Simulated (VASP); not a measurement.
Write the native input for VASP 6.6.1 that does the following.

| Quantity | Value |
| --- | --- |
| Task | relaxation of cell and atoms |
| Functional | PBE |
| Potentials or basis | VASP PAW PBE potentials, release 64 (Sn_d, P) |
| Cutoff | 520 eV |
| k mesh | 3 × 3 × 3 |
| Occupations | gaussian, width 0.15 eV |
| Spin | no spin polarisation |
| Further INCAR settings | PREC = Normal; LREAL = Auto; ALGO = Fast; EDIFF = 0.0001; IBRION = 2; EDIFFG = -0.08; NSW = 24; ISIF = 3 |

The structure of Sn3P2 lies in POSCAR:

```
Sn3P2
1.0
    6.1900000000      0.0000000000      0.0000000000
    0.0000000000      6.1900000000      0.0000000000
    0.0000000000      0.0000000000      6.1900000000
Sn P
6 4
Direct
    0.0000000000      0.5000000000      0.5000000000
    0.5000000000      0.0000000000      0.5000000000
    0.0000000000      0.0000000000      0.5000000000
    0.5000000000      0.5000000000      0.0000000000
    0.0000000000      0.5000000000      0.0000000000
    0.5000000000      0.0000000000      0.0000000000
    0.2500000000      0.2500000000      0.2500000000
    0.7500000000      0.2500000000      0.7500000000
    0.2500000000      0.7500000000      0.7500000000
    0.7500000000      0.7500000000      0.2500000000
```

The cell was built by a generator and needn't be a form met in nature.

The input as run:

INCAR

```
PREC = Normal ; ENCUT = 520
EDIFF = 1E-4 ; ISMEAR = 0
SIGMA = 0.15 ; LREAL = Auto
LASPH = T ; NELM = 60
ALGO = Fast ; ISIF = 3
LWAVE = F ; LCHARG = F
GGA = PE ; IBRION = 2
NSW = 24 ; EDIFFG = -0.08
```

KPOINTS

```
Automatic mesh
0
Gamma
  3 3 3
```

Potentials or basis: VASP PAW PBE potentials, release 64 (Sn_d, P).

The run is started by

```console
$ cat potpaw_PBE.64/Sn_d/POTCAR potpaw_PBE.64/P/POTCAR > POTCAR
$ mpirun -np 1 vasp_std > vasp.out
```

Results of the run:

- Relaxed volume: 28.83 Å³/atom
- Relaxed cell: a = 6.606 Å, b = 6.606 Å, c = 6.606 Å, α = 90.00°, β = 90.00°, γ = 90.00°
- Space group after relaxing (to 0.05 Å): Pn-3m (No. 224)
- Energy gained by relaxing: 172.3 meV/atom
- Ionic steps: 3
- Pressure after relaxing: -0.1 GPa
- Band gap on the k mesh: none (metal or under the smearing width)

Caveat: the volume moved by over 15 % at a fixed basis, so the end points are rough.

It took 56 s on 1 thread of Intel(R) Xeon(R) Platinum 8559C (Emerald Rapids), with other jobs on the host, peak memory 0.23 GiB.
